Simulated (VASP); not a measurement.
Given:

```xyz
3
Lattice="3.9466 0.0000 0.0000 0.0000 3.9466 0.0000 0.0000 0.0000 4.9458" Properties=species:S:1:pos:R:3 pbc="T T T"
Cd     1.9733     1.9733     2.4729
Cl     0.0000     1.9733     1.0312
Cl     1.9733     3.9466     3.9145
```

Computed with LDA (Ceperley-Alder, Perdew-Zunger), VASP's LDA PAW potentials (set 64) (plane waves; VASP 6.6.1). Settings: 400 eV cut-off, 6×6×5 Γ-centred mesh, tetrahedra with Blöchl corrections, potentials Cd Cl.

Task: Tabulate the total density of states (states/eV per cell) against energy (eV; zero at the valence-band maximum or, without a gap, the Fermi level).

Result: 
```
E (eV) | DOS (states/eV)
    -9.94 |  0.00
    -9.70 |  0.00
    -9.34 |  0.00
    -9.10 |  0.00
    -8.86 |  0.00
    -8.62 |  0.00
    -8.26 |  0.00
    -8.02 |  0.00
    -7.78 |  0.00
    -7.54 |  0.00
    -7.18 |  0.00
    -6.94 | ################# 10.2
    -6.70 | ############### 8.52
    -6.34 | ############################## 17.6
    -6.10 |  0.00
    -5.86 |  0.00
    -5.62 |  0.00
    -5.26 |  0.00
    -5.02 |  0.00
    -4.78 |  0.00
    -4.54 |  0.00
    -4.18 |  0.14
    -3.94 | ## 1.33
    -3.70 | ##### 3.00
    -3.34 | ## 1.32
    -3.10 | ## 1.20
    -2.86 | # 0.38
    -2.62 | ### 1.95
    -2.26 | ### 2.02
    -2.02 | ###### 3.58
    -1.78 | ##### 3.19
    -1.54 | ######## 4.61
    -1.18 | ######### 5.01
    -0.94 | ####### 4.08
    -0.70 | ##### 2.70
    -0.46 | ############# 7.40
    -0.10 | # 0.50
     0.14 |  0.00
     0.38 |  0.00
     0.74 |  0.00
     0.98 |  0.00
     1.22 |  0.00
     1.46 |  0.00
     1.82 |  0.00
     2.06 |  0.00
     2.30 |  0.00
     2.54 |  0.00
     2.90 |  0.01
     3.14 |  0.05
     3.38 |  0.12
     3.74 |  0.25
     3.98 | # 0.36
     4.22 | # 0.66
     4.46 | ### 1.65
     4.82 | ### 1.51
     5.06 | ## 1.14
     5.30 | ## 0.94
     5.54 | # 0.52
     5.90 |  0.26
     6.14 | # 0.57
```
Within 2 eV below the valence-band maximum the largest weight inside VASP's projection spheres is Cl p.

The structure comes from a computed database's CdCl2 entry (P-4m2); how it stands against other phases isn't given here. It was relaxed first, which changed the volume by -13 %.
